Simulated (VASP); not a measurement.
# GaSn (Fmmm) in VASP: settings compared

Aim: see how the results for GaSn move with the level of theory and the settings. Levels: PBE+rVV10, SCAN+D3(BJ). Tasks: relaxation of the atoms, relaxation of cell and atoms.

Everything below comes from runs of VASP 6.6.1. Logs are shortened: lines on timing, memory, paths and dates and some standing lists are left out, and cuts for length are marked.

## 1. The crystal as given

Symmetry: Fmmm, No. 69, orthorhombic system. Conventional cell: a = 5.459 Å, b = 5.806 Å, c = 6.196 Å, α = 90.00°, β = 90.00°, γ = 90.00°. Ga (site symmetry mmm) is surrounded by 6 Sn at 2.73 to 3.10 Å. Sn (site symmetry mmm) has 6 Ga at 2.73 to 3.10 Å as nearest neighbours.

The cell was built by a generator and needn't be a form met in nature.

## 2. Relaxation of the atoms, PBE+rVV10

Input file INCAR:

```
PREC     = Accurate       # precision mode
ENCUT    = 520            # plane-wave cutoff, eV
EDIFF    = 1E-7           # SCF threshold, eV
ISMEAR   = 1              # smearing method
SIGMA    = 0.1            # smearing width, eV
LREAL    = False          # projectors in reciprocal space
LASPH    = True           # aspherical terms in the spheres
NELM     = 60             # most SCF steps
ALGO     = Normal         # electronic algorithm
ISIF     = 2              # what is computed and relaxed
LWAVE    = False          # write WAVECAR
LCHARG   = False          # write CHGCAR
GGA      = PE             # functional
LUSE_VDW = True         
IVDW_NL  = 2            
BPARAM   = 10.0         
CPARAM   = 0.0093       
IBRION   = 2              # ionic algorithm
NSW      = 40             # ionic steps
EDIFFG   = -0.01          # ionic threshold
```

Input file KPOINTS:

```
regular mesh
0
Gamma
  8 8 8
```

Input file POSCAR:

```
GaSn
1.0
    0.0000000000      2.9028814200      3.0982155700
    2.7292512900      0.0000000000      3.0982155700
    2.7292512900      2.9028814200      0.0000000000
Ga Sn
1 1
Selective dynamics
Direct
    0.5000000000      0.5000000000      0.5000000000  F F F
    0.0000000000      0.0000000000      0.0000000000  T T T
```

Potentials or basis: VASP PAW PBE potentials, release 64 (Ga_d, Sn_d).

Run with:

```sh
$ cat potpaw_PBE.64/Ga_d/POTCAR potpaw_PBE.64/Sn_d/POTCAR > POTCAR
$ mpirun -np 1 vasp_std > vasp.out
```

OUTCAR:

```text
PREC = Accurate
   ENCUT = 520
   EDIFF = 1E-7
   ISMEAR = 1
   LREAL = False
   LASPH = True
   NELM = 60
   ISIF = 2
   GGA = PE
   IVDW_NL = 2
   BPARAM = 10.0
   IBRION = 2
   NSW = 40
   EDIFFG = -0.01

 ion  position               nearest neighbor table
   1  0.500  0.500  0.500-   2 2.73   2 2.73   2 2.90   2 2.90   2 3.10   2 3.10
   2  0.000  0.000  0.000-   1 2.73   1 2.73   1 2.90   1 2.90   1 3.10   1 3.10

  LATTYP: Found a face centered orthorhombic cell.
 ALAT       =     5.4585025800
 B/A-ratio  =     1.0636182277
 C/A-ratio  =     1.1351888268

  Lattice vectors:

 A1 = (   0.0000000000,   2.9028814200,   3.0982155700)
 A2 = (   2.7292512900,   0.0000000000,   3.0982155700)
 A3 = (   2.7292512900,   2.9028814200,   0.0000000000)

Analysis of symmetry for initial positions (statically):
=====================================================================
 Subroutine PRICEL returns:
 Original cell was already a primitive cell.

 Routine SETGRP: Setting up the symmetry group for a
 face centered orthorhombic supercell.

 Subroutine GETGRP returns: Found  8 space group operations
 (whereof  8 operations were pure point group operations)
 out of a pool of  8 trial point group operations.

The static configuration has the point symmetry D_2h.

Analysis of symmetry for dynamics (positions and initial velocities):
=====================================================================
 Subroutine PRICEL returns:
 Original cell was already a primitive cell.

 Routine SETGRP: Setting up the symmetry group for a
 face centered orthorhombic supercell.

 Subroutine GETGRP returns: Found  8 space group operations
 (whereof  8 operations were pure point group operations)
 out of a pool of  8 trial point group operations.

The dynamic configuration has the point symmetry D_2h.

Analysis of constrained symmetry for selective dynamics:
=====================================================================
 Subroutine PRICEL returns:
 Original cell was already a primitive cell.

 Routine SETGRP: Setting up the symmetry group for a
 face centered orthorhombic supercell.

 Subroutine GETGRP returns: Found  8 space group operations
 (whereof  8 operations were pure point group operations)
 out of a pool of  8 trial point group operations.

The constrained configuration has the point symmetry D_2h.

 Subroutine INISYM returns: Found  8 space group operations
 (whereof  8 operations are pure point group operations),
 and found     1 'primitive' translations

----------------------------------------------------------------------------------------

                                     Primitive cell

  volume of cell :      49.0924

  direct lattice vectors                    reciprocal lattice vectors
     0.000000000  2.902881420  3.098215570    -0.183200426  0.172242654  0.161383218
     2.729251290  0.000000000  3.098215570     0.183200426 -0.172242654  0.161383218
     2.729251290  2.902881420  0.000000000     0.183200426  0.172242654 -0.161383218

  length of vectors
     4.245663700  4.128892384  3.984411267     0.298788339  0.298788339  0.298788339

  position of ions in fractional coordinates (direct lattice)
     0.500000000  0.500000000  0.500000000
     0.000000000  0.000000000  0.000000000

  ion indices of the primitive-cell ions
   primitive index   ion index
                 1           1
                 2           2

----------------------------------------------------------------------------------------

 KPOINTS: regular mesh

Automatic generation of k-mesh.
 Grid dimensions read from file:
 generate k-points for:    8    8    8

 Generating k-lattice:

  Cartesian coordinates                     Fractional coordinates (reciprocal lattice)
    -0.022900053  0.021530332  0.020172902     0.125000000  0.000000000  0.000000000
     0.022900053 -0.021530332  0.020172902    -0.000000000  0.125000000 -0.000000000
     0.022900053  0.021530332 -0.020172902     0.000000000  0.000000000  0.125000000

  Length of vectors
     0.037348542  0.037348542  0.037348542

  Shift w.r.t. Gamma in fractional coordinates (k-lattice)
     0.000000000  0.000000000  0.000000000

 Subroutine IBZKPT returns following result:
 ===========================================

 Found     95 irreducible k-points:

 Following reciprocal coordinates:
            Coordinates               Weight
  0.000000  0.000000  0.000000      1.000000
  0.125000  0.000000  0.000000      8.000000
  0.250000  0.000000  0.000000      8.000000
  0.375000  0.000000  0.000000      8.000000
  0.500000  0.000000  0.000000      4.000000
  0.125000  0.125000  0.000000      2.000000
[... 16 lines left out ...]
  0.250000  0.000000  0.125000      8.000000
  0.375000  0.000000  0.125000      8.000000
 [... further k-points ...]
   k-points           NKPTS =     95   k-points in BZ     NKDIM =     95   number of bands    NBANDS=     17
   number of dos      NEDOS =    301   number of ions     NIONS =      2
   total plane-waves  NPLWV =  30720
   dimension x,y,z NGX =    32 NGY =   32 NGZ =   30
   dimension x,y,z NGXF=    64 NGYF=   64 NGZF=   60
   ions per type =               1   1
   NGX,Y,Z   is equivalent  to a cutoff of  12.53, 12.88, 12.52 a.u.
   NGXF,Y,Z  is equivalent  to a cutoff of  25.06, 25.77, 25.03 a.u.
 SYSTEM =  unknown system
   PREC   = accura    normal or accurate (medium, high low for compatibility)
   ISTART =      0    job   : 0-new  1-cont  2-samecut
   ICHARG =      2    charge: 1-file 2-atom 10-const
   ISPIN  =      1    spin polarized calculation?
   LNONCOLLINEAR =      F non collinear calculations
   LSORBIT =      F    spin-orbit coupling
   LASPH  =      T    aspherical Exc in radial PAW
   ENCUT  =  520.0 eV  38.22 Ry    6.18 a.u.   7.89  7.68  7.41*2*pi/ulx,y,z
   NELM   =     60;   NELMIN=  2; NELMDL= -5     # of ELM steps
   EDIFF  = 0.1E-06   stopping-criterion for ELM
   LREAL  =      F    real-space projection
   EDIFFG = -.1E-01   stopping-criterion for IOM
   NSW    =     40    number of steps for IOM
   IBRION =      2    ionic relax: 0-MD 1-quasi-New 2-CG
   NFREE  =      1    steps in history (QN), initial steepest desc. (CG)
   ISIF   =      2    stress and relaxation
   ISYM   =      2    0-nonsym 1-usesym 2-fastsym
   POTIM  = 0.5000    time-step for ionic-motion
   TEBEG  =    0.0;   TEEND  =   0.0 temperature during run
   PSTRESS=    0.0 pullay stress
   NELECT =      27.0000    total number of electrons
   NUPDOWN=      -1.0000    fix difference up-down
   EMIN   =  10.00;   EMAX   =-10.00  energy-range for DOS
   EFERMI =   0.00;   METHOD = LEGACY
   ISMEAR =     1;   SIGMA  =   0.10  broadening in eV -4-tet -1-fermi 0-gaus
   EFERMI_NEDOS =   21; number of points for ismear=-14 and -15
   IALGO  =     38    algorithm
   IMIX   =      4    mixing-type and parameters
     AMIX     =   0.40;   BMIX     =  1.00
     AMIX_MAG =   1.60;   BMIX_MAG =  1.00
  volume/ion in A,a.u.               =      24.55       165.65
  Fermi-wavevector in a.u.,A,eV,Ry     =   1.341296  2.534682 24.477898  1.799075
  Thomas-Fermi vector in A             =   2.469541
   LORBIT       =      0    0 simple, 1 ext, 2 COOP (PROOUT), +10 PAW based schemes
   GGA     = PE    functional components
   LHFCALC =     F    Hartree Fock is set to
   AEXX    =    0.0000 exact exchange contribution
   IVDW_NL    =     2    kernel type
   BPARAM     =10.0000
   IVDW    =     0    specifies the selected vdW correction
   LEPSILON=     F    determine dielectric tensor
   LRPA    =     F    only Hartree local field effects (RPA)
 conjugate gradient relaxation of ions
 non-spin polarized calculation
 Methfessel and Paxton  Order N= 1 SIGMA  =   0.10
  energy-cutoff  :      520.00
  volume of cell :       49.09
 maximum number of plane-waves:      1344
   NGX = 15   NGY = 15   NGZ = 15

 number of electron      27.0000001 magnetization

 Free energy of the ion-electron system (eV)
  ---------------------------------------------------
  ext. energy  EPLUGINS =         0.00000000
  ---------------------------------------------------
  free energy    TOTEN  =        -5.47997545 eV

  energy without entropy =       -5.47963583  energy(sigma->0) =       -5.47986225

 E-fermi :   6.1222     XC(G=0): -10.2678

 val. band max:        6.0948983537   @ k =   0.5000   0.3750   0.0000
 cond. band min:       6.1510566536   @ k =  -0.1250   0.3750   0.2500
 fundamental gap:      0.0561582999
 Fermi energy:         6.1221861041

 k-point     1 :       0.0000    0.0000    0.0000
  band No.  band energies     occupation
      1     -15.2321      2.00000
      2     -15.2231      2.00000
      3     -15.2001      2.00000
      4     -15.1933      2.00000
      5     -15.1933      2.00000
      6      -8.6739      2.00000
[... 9 lines left out ...]
     16      10.9324      0.00000
     17      12.6231      0.00000

 k-point     2 :       0.1250    0.0000    0.0000
  band No.  band energies     occupation
      1     -15.2313      2.00000
      2     -15.2222      2.00000
      3     -15.1969      2.00000
      4     -15.1929      2.00000
      5     -15.1912      2.00000
      6      -8.6781      2.00000
[... 9 lines left out ...]
     16      10.2774      0.00000
     17      12.0900      0.00000

 k-point     3 :       0.2500    0.0000    0.0000
  band No.  band energies     occupation
      1     -15.2297      2.00000
      2     -15.2211      2.00000
      3     -15.1933      2.00000
      4     -15.1869      2.00000
      5     -15.1851      2.00000
      6      -8.6926      2.00000
[... 9 lines left out ...]
     16       9.4801      0.00000
     17      10.7074      0.00000

 k-point     4 :       0.3750    0.0000    0.0000
  band No.  band energies     occupation
      1     -15.2286      2.00000
      2     -15.2210      2.00000
      3     -15.1926      2.00000
      4     -15.1806      2.00000
      5     -15.1750      2.00000
      6      -8.7088      2.00000
[... 9 lines left out ...]
     16       9.4855      0.00000
     17       9.6839      0.00000

 k-point     5 :       0.5000    0.0000    0.0000
  band No.  band energies     occupation
      1     -15.2282      2.00000
      2     -15.2211      2.00000
      3     -15.1924      2.00000
      4     -15.1782      2.00000
      5     -15.1704      2.00000
      6      -8.7156      2.00000
[... 9 lines left out ...]
     16       8.7767      0.00000
     17      10.0251      0.00000

 k-point     6 :       0.1250    0.1250    0.0000
  band No.  band energies     occupation
      1     -15.2324      2.00000
      2     -15.2227      2.00000
      3     -15.2013      2.00000
      4     -15.1908      2.00000
      5     -15.1891      2.00000
      6      -8.6822      2.00000
[... 9 lines left out ...]
     16      10.2078      0.00000
     17      11.7175      0.00000
[... 281 lines left out ...]
 k-point    21 :       0.5000    0.5000    0.0000
  band No.  band energies     occupation
      1     -15.2417      2.00000
      2     -15.2180      2.00000
      3     -15.2083      2.00000
      4     -15.1761      2.00000
      5     -15.1650      2.00000
      6      -8.7282      2.00000
[... 9 lines left out ...]
     16       9.8635      0.00000
     17      15.1464      0.00000

 k-point    22 :       0.1250    0.0000    0.1250
  band No.  band energies     occupation
      1     -15.2324      2.00000
      2     -15.2214      2.00000
      3     -15.1950      2.00000
      4     -15.1932      2.00000
      5     -15.1911      2.00000
      6      -8.6786      2.00000
[... 9 lines left out ...]
     16      10.2873      0.00000
     17      11.2200      0.00000

 k-point    23 :       0.2500    0.0000    0.1250
  band No.  band energies     occupation
      1     -15.2327      2.00000
      2     -15.2197      2.00000
      3     -15.1951      2.00000
      4     -15.1882      2.00000
      5     -15.1842      2.00000
      6      -8.6934      2.00000
[... 9 lines left out ...]
     16      10.8294      0.00000
     17      11.0931      0.00000

 k-point    24 :       0.3750    0.0000    0.1250
  band No.  band energies     occupation
      1     -15.2320      2.00000
      2     -15.2192      2.00000
      3     -15.1929      2.00000
      4     -15.1845      2.00000
      5     -15.1742      2.00000
      6      -8.7085      2.00000
[... 9 lines left out ...]
     16      10.0340      0.00000
     17      11.3924      0.00000

 [... further k-points ...]

------------------------ aborting loop because EDIFF is reached ----------------------------------------

  FORCE on cell =-STRESS in cart. coord.  units (eV):
  Direction    XX          YY          ZZ          XY          YZ          ZX
  --------------------------------------------------------------------------------------
  -------------------------------------------------------------------------------------
  Total        1.7790498     -0.0839508     -1.6256034      0.0000000      0.0000000      0.0000000
  in kB       58.0609641     -2.7398142    -53.0530951      0.0000000      0.0000000      0.0000000
  external PRESSURE =       0.7560183 kB  Pullay stress =       0.0000000 kB

 VOLUME and BASIS-vectors are now :
 -----------------------------------------------------------------------------
  energy-cutoff  :      520.00
  volume of cell :       49.09
      direct lattice vectors                 reciprocal lattice vectors
     0.000000000  2.902881420  3.098215570    -0.183200426  0.172242654  0.161383218
     2.729251290  0.000000000  3.098215570     0.183200426 -0.172242654  0.161383218
     2.729251290  2.902881420  0.000000000     0.183200426  0.172242654 -0.161383218

 POSITION                                       TOTAL-FORCE (eV/Angst)
 -----------------------------------------------------------------------------------
      2.72925      2.90288      3.09822         0.000000     -0.000000      0.000000
      0.00000      0.00000      0.00000        -0.000000      0.000000      0.000000
 -----------------------------------------------------------------------------------
    total drift:                                0.000000     -0.000000      0.000000

  FREE ENERGIE OF THE ION-ELECTRON SYSTEM (eV)
  ---------------------------------------------------
  free  energy   TOTEN  =        -5.4799754529 eV

  energy  without entropy=       -5.4796358324  energy(sigma->0) =       -5.47986225

 reached required accuracy - stopping structural energy minimisation
```

Run time: 70 s. Hardware: 1 thread of Intel Xeon Platinum 8488C (Sapphire Rapids), shared host; peak memory 0.36 GiB.

Results:

```yaml
Free_energy: -5.4800 eV
Pressure_after_relaxing: 0.1 GPa
Band_gap_on_the_k_mesh: none (metal or under the smearing width)
```

Final structure:
```
Ga Sn
1.0
     0.00000    2.90288    3.09822
     2.72925    0.00000    3.09822
     2.72925    2.90288    0.00000
Ga Sn
1 1
Direct
  0.50000 0.50000 0.50000
  0.00000 0.00000 0.00000
```

Caveat: the relaxation stopped at its first step, so nothing moved; pairwise dispersion overbinds metals, which lowers pressure and volume.

## 3. Relaxation of cell and atoms, SCAN+D3(BJ)

Input file INCAR:

```
PREC = Accurate ; ENCUT = 600
EDIFF = 1E-6 ; ISMEAR = -1
SIGMA = 0.05 ; LREAL = False
LASPH = True ; NELM = 60
ALGO = Normal ; ISIF = 3
LWAVE = False ; LCHARG = False
METAGGA = SCAN ; LMIXTAU = True
IVDW = 12 ; IBRION = 2
NSW = 40 ; EDIFFG = -0.02
```

KPOINTS is that of step 2.

Input file POSCAR:

```
GaSn
1.0
    0.0000000000      2.9028814200      3.0982155700
    2.7292512900      0.0000000000      3.0982155700
    2.7292512900      2.9028814200      0.0000000000
Ga Sn
1 1
Direct
    0.5000000000      0.5000000000      0.5000000000
    0.0000000000      0.0000000000      0.0000000000
```

Potentials or basis: VASP PAW PBE potentials, release 64 (Ga_d, Sn_d).

Run with:

```sh
$ cat potpaw_PBE.64/Ga_d/POTCAR potpaw_PBE.64/Sn_d/POTCAR > POTCAR
$ mpirun -np 1 vasp_std > vasp.out
```

Wall time 35 min (1 thread of Intel Xeon Platinum 8488C (Sapphire Rapids), shared host); peak memory 0.31 GiB.

Results (log left out):

| Property | Result |
| --- | --- |
| Free energy | -52.2132 eV |
| Relaxed volume | 23.15 Å³/atom |
| Relaxed cell | a = 4.031 Å, b = 4.031 Å, c = 4.031 Å, α = 60.01°, β = 60.00°, γ = 59.99° |
| Space group after relaxing (to 0.05 Å) | Fm-3m (No. 225) |
| Energy gained by relaxing | 71.0 meV/atom |
| Ionic steps | 8 |
| Pressure after relaxing | 0.0 GPa |
| Band gap on the k mesh | none (metal or under the smearing width) |
| Dispersion energy per atom | -0.096 eV |

Stress tensor (GPa, compression positive):
```
 0.01  0.00  0.00
 0.00  0.00  0.00
 0.00  0.00 -0.08
```

Step by step:
| step | energy change (eV) | largest force (eV/Å) | pressure (GPa) | volume (Å³) |
| --- | --- | --- | --- | --- |
| 1 | 0.0000 | 0.0000 | -1.71 | 49.09 |
| 2 | -0.1143 | 0.0000 | -0.90 | 47.19 |
| 3 | -0.1420 | 0.0000 | 0.52 | 45.87 |
| 4 | -0.1420 | 0.0000 | 0.43 | 45.93 |
| 5 | -0.1419 | 0.0000 | 0.35 | 46.00 |
| 6 | -0.1419 | 0.0000 | -0.11 | 46.38 |
| 7 | -0.1419 | 0.0000 | -0.08 | 46.35 |
| 8 | -0.1421 | 0.0000 | -0.02 | 46.31 |

Final structure:
```cif
data_structure
_symmetry_space_group_name_H-M 'P 1'
_symmetry_Int_Tables_number 1
_cell_length_a 4.0310
_cell_length_b 4.0307
_cell_length_c 4.0305
_cell_angle_alpha 60.007
_cell_angle_beta 59.999
_cell_angle_gamma 59.994
_cell_volume 46.31
loop_
_atom_site_label
_atom_site_type_symbol
_atom_site_fract_x
_atom_site_fract_y
_atom_site_fract_z
_atom_site_occupancy
Ga1 Ga 0.50000 0.50000 0.50000 1
Sn1 Sn 0.00000 0.00000 0.00000 1
```

Levels at points of the mesh, in eV from the Fermi level:
```tsv
k point	band 10	band 11	band 12	band 13	band 14	band 15	band 16	band 17
(0.00, 0.00, 0.00)	-15.20	-11.65	1.34	1.34	1.34	1.97	7.43	7.46
(0.50, 0.00, 0.00)	-15.19	-8.27	-7.59	2.06	2.07	2.67	2.67	3.96
(0.50, 0.50, 0.00)	-15.17	-7.61	-4.87	-3.12	-1.76	-1.75	3.93	10.74
(0.50, 0.00, 0.50)	-15.17	-7.61	-4.87	-3.12	-1.76	-1.75	3.93	10.74
(0.00, 0.50, 0.50)	-15.17	-7.61	-4.87	-3.12	-1.76	-1.76	3.93	10.74
```

Caveat: the PAW data sets were made with another functional, which shifts forces and pressure a little; pairwise dispersion overbinds metals, which lowers pressure and volume.

## 4. The reference run

An earlier run on the cell as given: functional PBE; potentials or basis VASP PAW PBE potentials, release 64 (Ga_d, Sn_d); cutoff 520 eV; k mesh 8 × 8 × 8; occupations fermi-dirac, width 0.05 eV; no spin polarisation.

* Pressure: 1.1 GPa
* Band gap on the k mesh: none (metal or under the smearing width)

## 5. Summary

| task | level | cell | cutoff (eV) | smearing | atoms held fixed (from 0) | gap on the mesh (eV) | pressure (GPa) |
| --- | --- | --- | --- | --- | --- | --- | --- |
| relaxation of the atoms | PBE+rVV10 | atoms relaxed | 520 | methfessel-paxton 0.1 eV | [0] | none | 0.1 |
| relaxation of cell and atoms | SCAN+D3(BJ) | relaxed | 600 | fermi-dirac 0.05 eV | - | none | 0.0 |
| single point | PBE | as given | 520 | fermi-dirac 0.05 eV | - | none | 1.1 |

Alike in all rows: potentials or basis VASP PAW PBE potentials, release 64 (Ga_d, Sn_d); no spin polarisation; k mesh 8 × 8 × 8.

Caveats: pairwise dispersion overbinds metals, which lowers pressure and volume (some runs); the relaxation stopped at its first step, so nothing moved (some runs); the PAW data sets were made with another functional, which shifts forces and pressure a little (some runs).

Absolute energies hang on the potentials; compare differences alone.
